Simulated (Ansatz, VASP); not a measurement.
# TiCdSe3: VASP beside Ansatz

One calculation is typed for both programs; each brings its own data sets. How far apart do they land? The cell is generated by rule, not measured, and may not be a known phase. Of the first pair: The cell is taken from a series of runs on this material, whose earlier steps may have relaxed, scaled, displaced or heated it; both programs get it as it stands.

Calculated with Ansatz 0.2.0; plane waves, with VASP 6.6.1 beside it; relaxation of cell and atoms at PBE.

## (1) The structure

The structure is trigonal, space group R-3c (No. 167). The conventional cell has a = 6.812 Å, b = 6.812 Å, c = 17.499 Å, α = 90.00°, β = 90.00°, γ = 120.00°. Nearest to Cd lie 3 Se at 2.62 Å. Nearest to Ti lie 6 Se at 2.57 Å. Nearest to Se lie 2 Ti at 2.57 Å and 1 Cd at 2.62 Å. Farther neighbours and most contacts between anions are not listed.

Coordinates:

```cif
data_structure
_symmetry_space_group_name_H-M 'P 1'
_symmetry_Int_Tables_number 1
_cell_length_a 7.0352
_cell_length_b 7.0352
_cell_length_c 7.0352
_cell_angle_alpha 57.912
_cell_angle_beta 57.912
_cell_angle_gamma 57.912
_cell_volume 234.41
loop_
_atom_site_label
_atom_site_type_symbol
_atom_site_fract_x
_atom_site_fract_y
_atom_site_fract_z
_atom_site_occupancy
Cd1 Cd 0.25000 0.25000 0.25000 1
Cd2 Cd 0.75000 0.75000 0.75000 1
Ti3 Ti 0.50000 0.50000 0.50000 1
Ti4 Ti 0.00000 0.00000 0.00000 1
Se5 Se 0.86534 0.25000 0.63466 1
Se6 Se 0.13466 0.75000 0.36534 1
Se7 Se 0.63466 0.86534 0.25000 1
Se8 Se 0.36534 0.13466 0.75000 1
Se9 Se 0.75000 0.36534 0.13466 1
Se10 Se 0.25000 0.63466 0.86534 1
```

## (2) Ansatz: relaxation of cell and atoms, PBE, pair 1

Ansatz runs on its default PAW (the set named soft_2) files.

The relaxed volume is the usual yardstick between codes: in a stiff, nearly cubic crystal its relative difference is about their pressure difference at one cell divided by the bulk modulus.

The input, input.yaml:

```yaml
crystal:
  lattice:
    - [3.406010756, 1.9664612268, 5.8331421308]
    - [-3.406010756, 1.9664612268, 5.8331421308]
    - [0.0, -3.9329224537, 5.8331421308]
  atoms:
    - { symbol: Cd, position: [0.25, 0.25, 0.25] }
    - { symbol: Cd, position: [0.75, 0.75, 0.75] }
    - { symbol: Ti, position: [0.5, 0.5, 0.5] }
    - { symbol: Ti, position: [0.0, 0.0, 0.0] }
    - { symbol: Se, position: [0.8653374516, 0.25, 0.6346625484] }
    - { symbol: Se, position: [0.1346625484, 0.75, 0.3653374516] }
    - { symbol: Se, position: [0.6346625484, 0.8653374516, 0.25] }
    - { symbol: Se, position: [0.3653374516, 0.1346625484, 0.75] }
    - { symbol: Se, position: [0.75, 0.3653374516, 0.1346625484] }
    - { symbol: Se, position: [0.25, 0.6346625484, 0.8653374516] }
kpoints:
  mp_grid: { grid: [6, 6, 6] }
hamiltonian:
  xc: pbe
scf:
  occupations: { method: methfessel_paxton, width: 0.2 }
output:
  forces: true
  stress: true
  eigenvalues: true
relax:
  adjacent_minimum: "off"
  f_tol: 0.001
  max_steps: 60
  cell: { stress_tol: 0.01 }
```

Command:

```
ansatz run input.yaml --threads 8 --pin off --max-ram 14336MiB --backend cpu --events-out ev --progress --plain --runs-dir out
```

Numbers of over 12 decimals in the logs are rounded to 6 here.

Output:

```text
Engine: ansatz 0.2.0, aarch64-unknown-linux-gnu
Pseudopotentials: kind: paw
Pseudopotential: Cd, paw, valence charge 20, recommended cutoff 420 eV (normal), Cd.paw.azcp
Pseudopotential: Ti, paw, valence charge 12, recommended cutoff 420 eV (normal), Ti.paw.azcp
Pseudopotential: Se, paw, valence charge 16, recommended cutoff 420 eV (normal), Se.paw.azcp
Functional definition: PBE
  parameter kappa = 0.804
  parameter beta = 0.066725
  exchange = pbe_x(kappa = kappa, mu = beta*pi^2/3)
  correlation = pbe_c(beta = beta)
Crystal: 10 atoms, lattice volume = 234.415 Å³
Basis set: ecut = 420 eV, 4603 PW (Γ), exchange–correlation on 96×96×96 points (8 copies of the dense FFT grid, shifted against one another)
Bands: 96, of which v1, the nominal top of the filled ones, is band 80 counted from 1 (79 counted from 0)
Symmetry: 12 space group operations
Space group: R-3c (ITA 167), of the structure as read, at distance tolerance 6.2e-5 Å
k-points: 32 of 216
Non-local potential: Cd, projectors of the file, l = 0: 3, l = 1: 2, l = 2: 2, l = 3: 1
Non-local potential: Ti, projectors of the file, l = 0: 3, l = 1: 2, l = 2: 3, l = 3: 1
Non-local potential: Se, projectors of the file, l = 0: 2, l = 1: 2, l = 2: 3, l = 3: 1
PAW form: soft (Blöchl's): semilocal exchange-correlation on the pseudo side does not see the compensation charge
PAW one-centre angular grid: Cd, 590 points (default); XC on 64 Gauss nodes
PAW one-centre angular grid: Ti, 590 points (default); XC on 64 Gauss nodes
PAW one-centre angular grid: Se, 590 points (default); XC on 64 Gauss nodes
Initial density: superposition of atomic densities (neutral atoms: chi_scale 0, normalization atom), corrected by the library's trained network
Initial wavefunctions: pseudopotential atomic-orbital guess
Functional: x = pbe(κ = 0.804, μ = 0.219515), c = pbe(β = 0.066725)
SCF iter   1: F=—  HF=-54330.032033 eV  |F-HF|=—  |Δ(HF+E_count)|=         —  Δρ=2.98e-3  dr2=1.96e-2  ethr=1.77e-3  ⟨swp⟩=5.8  Hψ=10418  notcnv=0
preconditioner: auto → Resta (q_TF=auto, 2.560 Å⁻¹)  ε∞=6.4  [insulator: Δε(μ)=0.180 eV  Ē_g=8.646 eV  σ=0.200 eV  W_gap=0.65  n_scr=58 (ndim 8)  ℏωp=20.0 eV  f_vac=0.009  D(μ)=0.83/eV (n_scr^D=0)  ε∞_Penn≈6.4]
SCF iter   2: F=—  HF=-54330.034295 eV  |F-HF|=—  |Δ(HF+E_count)|=   2.26e-3  S|Δr|=    0.00e0  Δρ=1.74e-3  dr2=7.31e-3  ethr=1.23e-5  ⟨swp⟩=2.0  Hψ=4041  notcnv=0
SCF iter   3: F=—  HF=-54330.034356 eV  |F-HF|=—  |Δ(HF+E_count)|=   6.07e-5  S|Δr|=    0.00e0  Δρ=2.22e-4  dr2=1.08e-4  ethr=4.57e-6  ⟨swp⟩=2.0  Hψ=3455  notcnv=0
SCF iter   4: F=—  HF=-54330.034351 eV  |F-HF|=—  |Δ(HF+E_count)|=   5.13e-6  S|Δr|=    0.00e0  Δρ=8.81e-5  dr2=2.10e-5  ethr=6.76e-8  ⟨swp⟩=2.0  Hψ=5416  notcnv=0
SCF iter   5: F=—  HF=-54330.034263 eV  |F-HF|=—  |Δ(HF+E_count)|=   8.74e-5  S|Δr|=    0.00e0  Δρ=2.69e-5  dr2=2.44e-6  ethr=1.31e-8  ⟨swp⟩=2.0  Hψ=5159  notcnv=0
SCF iter   6: F=—  HF=-54330.034263 eV  |F-HF|=—  |Δ(HF+E_count)|=   9.41e-8  S|Δr|=    0.00e0  Δρ=1.13e-5  dr2=3.21e-7  ethr=1.52e-9  ⟨swp⟩=2.0  Hψ=5160  notcnv=0
SCF iter   7: F=-54330.034264 eV  HF=-54330.034264 eV  |F-HF|=7.13e-9  |Δ(HF+E_count)|=   1.20e-7  S|Δr|=    0.00e0  Δρ=5.06e-6  dr2=6.07e-8  ethr=6.25e-11  ⟨swp⟩=8.3  Hψ=12782  notcnv=0
SCF 1 converged in 7 iterations: F = -54330.034264 eV  dr2 = 6.07e-8
  greatest PAW one-centre occupation: 1.000 electrons in one spin orbital (limit 2), on the Cd atom at site 1 (counted from 0), in its partial waves of l = 0
relax step   1: F+E_penalty+E_count = -54330.03426359 eV  Δ(F+E_penalty+E_count) = +0.000e0 eV  max|allowed force component| = 2.596e-3 eV/Å  Δτ_max = 0.0000 Å  P = +0.008 GPa  Ω = 234.415 Å³  (7 SCF iters, dr2 threshold 1.00e-7 eV, accepted)
Crystal: 10 atoms, lattice volume = 234.448 Å³
Initial density: handed on by an earlier stage of this run
Initial wavefunctions: those handed on with the density
iter 1 solved again at ethr=7.17e-9 eV; its pass at ethr=3.10e-3 eV (dr2=1.15e-5 eV) is discarded
SCF iter   1: F=—  HF=-54330.034262 eV  |F-HF|=—  |Δ(HF+E_count)|=         —  Δρ=6.02e-5  dr2=1.03e-5  ethr=7.17e-9  ⟨swp⟩=2.5  Hψ=12232  notcnv=0
preconditioner: auto → Resta (q_TF=auto, 2.560 Å⁻¹)  ε∞=6.3  [insulator: Δε(μ)=0.193 eV  Ē_g=8.667 eV  σ=0.200 eV  W_gap=0.66  n_scr=58 (ndim 8)  ℏωp=20.0 eV  f_vac=0.006  D(μ)=0.79/eV (n_scr^D=0)  ε∞_Penn≈6.3]
SCF iter   2: F=—  HF=-54330.034263 eV  |F-HF|=—  |Δ(HF+E_count)|=   8.96e-7  S|Δr|=    0.00e0  Δρ=3.08e-5  dr2=3.14e-6  ethr=6.45e-9  ⟨swp⟩=1.0  Hψ=3072  notcnv=0
SCF iter   3: F=—  HF=-54330.034263 eV  |F-HF|=—  |Δ(HF+E_count)|=   3.24e-7  S|Δr|=    0.00e0  Δρ=4.32e-6  dr2=6.27e-8  ethr=1.96e-9  ⟨swp⟩=2.3  Hψ=4517  notcnv=0
SCF iter   4: F=—  HF=-54330.034263 eV  |F-HF|=—  |Δ(HF+E_count)|=   5.12e-9  S|Δr|=    0.00e0  Δρ=1.69e-6  dr2=6.92e-9  ethr=3.92e-11  ⟨swp⟩=2.0  Hψ=5482  notcnv=0
[...]
eigensolver tolerance schedule: the retry pair's looser diagonalisation over-reported the residual by 223111.30 of it (diagonalisation noise at an unbounded share of the residual, at the tolerance the schedule requests for it); recorded, not acted on — ethr = c·dr2/N_el stays at c = 1.0e-1
SCF iter   2: F=—  HF=-54330.034266 eV  |F-HF|=—  |Δ(HF+E_count)|=   1.05e-4  S|Δr|=    0.00e0  Δρ=5.03e-7  dr2=3.71e-10  ethr=1.00e-12  ⟨swp⟩=3.4  Hψ=8273  notcnv=0
SCF iter   3: F=—  HF=-54330.034266 eV  |F-HF|=—  |Δ(HF+E_count)|=  6.55e-11  S|Δr|=    0.00e0  Δρ=3.28e-7  dr2=1.50e-10  ethr=1.00e-12  ⟨swp⟩=1.0  Hψ=3072  notcnv=0
SCF iter   4: F=—  HF=-54330.034266 eV  |F-HF|=—  |Δ(HF+E_count)|=  2.91e-11  S|Δr|=    0.00e0  Δρ=1.19e-7  dr2=2.38e-11  ethr=1.00e-12  ⟨swp⟩=1.0  Hψ=3072  notcnv=0
SCF iter   5: F=-54330.034266 eV  HF=-54330.034266 eV  |F-HF|=5.09e-11  |Δ(HF+E_count)|=  1.46e-11  S|Δr|=    0.00e0  Δρ=1.62e-8  dr2=8.19e-13  ethr=1.00e-12  ⟨swp⟩=4.5  Hψ=14034  notcnv=0
SCF 4 converged in 5 iterations: F = -54330.034266 eV  dr2 = 8.19e-13
relax step   4: F+E_penalty+E_count = -54330.03426601 eV  Δ(F+E_penalty+E_count) = -7.741e-7 eV  max|allowed force component| = 5.505e-6 eV/Å  Δτ_max = 0.0000 Å  P = +0.000 GPa  Ω = 234.438 Å³  stress off target by 8.47e-4 GPa  SCF on the basis re-selected at this cell (its energy is not comparable with the rows above)  (5 SCF iters)
basis re-selected at this cell: Δ(F+E_penalty+E_count) = -7.741e-7 eV, ΔP = +0.000 GPa vs the last step (what re-selecting the basis moved, of the pressure what is left beyond the Pulay correction that the steps carried, after the strain that the cell walked since its last selection, with what the two solves' SCF thresholds leave and, on support functions, any second-order correction that the steps lacked; it is no m [...]
SCF converged after 5 iterations
Stability not checked: this state was not tested for a lower state beside it, because cold or Methfessel-Paxton smearing, or corrected tetrahedra, fill the levels in a way that the test cannot read (fill_not_monotonic; see scf.lower_state_search)
Free energy (F): -54330.034266 eV
Harris-Foulkes:  -54330.034266 eV  (|F-HF|=5.09e-11)
Internal energy: -54330.051967 eV  (E = F + TS)
E sigma→0 (E₀):  -54330.038691 eV
Entropy (-TS):   0.017701 eV (1.770 meV/atom)
Fermi energy:    9.367947 eV
--- Per-component energies (eV) ---
  E_band       = -3553.128323
  E_kinetic    = 2262.217525
  E_local      = -22883.324569  (includes V_loc(G=0)·N_el)
  E_nonlocal   = -3494.896653
  E_hartree    = 10971.722609
  E_xc         = -1173.399822
  E_vxc        = -1275.917276  (∫ρ·V_xc dr)
  E_paw        = -21727.442648  (= ΣΔE_a)
  E_vpaw       = -104.649226  (= ΣTr[D̂ρ^β])
  E_aug_tail   = -0.003296  (compensation charges beyond the density's cutoff)
  E_ewald      = -18284.925115
  E_smearing   = 0.017701  (= −TS)
  E_closure    = -0.000000  (closes the sum)
  Σ components = -54330.034266   (vs F -54330.034266, Δ=0.00e0)
--- Forces (eV/Å), atoms counted from 1 ---
  atom   1  Cd    -0.00000000     0.00000000    -0.00000000
  atom   2  Cd     0.00000000    -0.00000000     0.00000000
  atom   3  Ti     0.00000000     0.00000000    -0.00000000
  atom   4  Ti     0.00000000     0.00000000    -0.00000000
  atom   5  Se    -0.00000275    -0.00000477    -0.00000000
  atom   6  Se     0.00000275     0.00000477     0.00000000
  atom   7  Se     0.00000550     0.00000000    -0.00000000
  atom   8  Se    -0.00000550    -0.00000000     0.00000000
  atom   9  Se     0.00000275    -0.00000477    -0.00000000
  atom  10  Se    -0.00000275     0.00000477     0.00000000
  max |Σ_I F_I| component: 2.31e-18 eV/Å
--- Stress (GPa, compression-positive) ---
        0.000468      -0.000000       0.000000
       -0.000000       0.000468       0.000000
        0.000000       0.000000      -0.000847
  P = ⅓ Tr σ = 0.0000 GPa (0.000 kbar)
--- Band table (eV; the first three rows and the last of 32) ---
  k-point 0: bands = [... 76 lower, 8.8161, 9.1063, 9.1063, 9.4502, 9.5050, 9.5050, 9.5151, 10.2202, ... 12 higher]
  k-point 1: bands = [... 76 lower, 8.5897, 8.8085, 8.8087, 9.2224, 9.6495, 9.6857, 9.7894, 10.3370, ... 12 higher]
  k-point 2: bands = [... 76 lower, 8.3709, 8.6424, 8.6625, 8.9297, 9.7467, 9.7948, 10.0506, 10.2871, ... 12 higher]
  k-point 31: bands = [... 76 lower, 8.6961, 8.6961, 8.6961, 8.6961, 10.0005, 10.0005, 10.3638, 10.3638, ... 12 higher]
--- Relaxed structure (3 steps of the walk, 3 accepted, 1 SCFs on fresh bases) ---
  F+E_penalty+E_count = -54330.03426601 eV   max|allowed force component| = 5.505e-6 eV/Å   (the final SCF, on the basis selected at the relaxed cell)
  cell:  # Å, volume = 234.4377 Å³
    - [3.406367, 1.966667, 5.832489]
    - [-3.406367, 1.966667, 5.832489]
    - [0, -3.933334, 5.832489]
  atoms:
    - { symbol: Cd, position: [0.250000, 0.250000, 0.25] }
    - { symbol: Cd, position: [0.75, 0.75, 0.750000] }
    - { symbol: Ti, position: [0.500000, 0.500000, 0.5] }
    - { symbol: Ti, position: [0, 0, 0] }
    - { symbol: Se, position: [0.865406, 0.250000, 0.634594] }
    - { symbol: Se, position: [0.134594, 0.75, 0.365406] }
    - { symbol: Se, position: [0.634594, 0.865406, 0.250000] }
    - { symbol: Se, position: [0.365406, 0.134594, 0.75] }
    - { symbol: Se, position: [0.75, 0.365406, 0.134594] }
    - { symbol: Se, position: [0.250000, 0.634594, 0.865406] }
```

In the SCF lines HF is the Harris–Foulkes energy and dr2 the Hartree energy of the density residual, in eV; the loop may stop once dr2 is under the threshold and the program's other checks hold. Hψ counts applications of the Hamiltonian.

(Continued in part 2 of 3.)

[Lines on the potential files, build, host, timing and source positions are cut from VASP's logs without a mark.]

[Logs are printed without paths, hosts, clocks, repeated set-up lines and the standing remarks that a program may print on its own settings, such as how far it seeks lower states.]

[Hosts, paths, dates, database ids (printed as entryN), source tags and the programs' standing remarks are cut or masked in the printed files.]
